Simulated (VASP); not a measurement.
Here is the system:

```
CELL_PARAMETERS angstrom
      0.00000     2.96924     2.96924
      2.96924     0.00000     2.96924
      2.96924     2.96924     0.00000
ATOMIC_POSITIONS crystal
  Mg 0.00000 0.00000 0.00000
  Se 0.25000 0.25000 0.25000
```

All values below come from r2SCAN meta-GGA, VASP's PBE PAW potentials (set 64) (plane waves; VASP). Run with 400 eV cut-off, 7×7×7 Γ-centred mesh, Gaussian smearing of 0.050 eV, potentials Mg Se.

**Question.** Predict the energy per atom (σ→0), band gap (on the k-mesh) with the smallest direct gap where there is one.

**Answer.** 
```
Item                                          Result
-----------------------------------  ---------------
band gap (on the k-mesh)                     3.34 eV
smallest direct gap (on the k-mesh)          3.34 eV
energy per atom (σ→0)                -10.698 eV/atom
```

Only differences to runs with the same potentials and settings are physical.

The structure was generated: MgSe was put into the zinc blende type (F-43m), which need not be its known phase. It was relaxed first. The start is the result of an earlier pass.
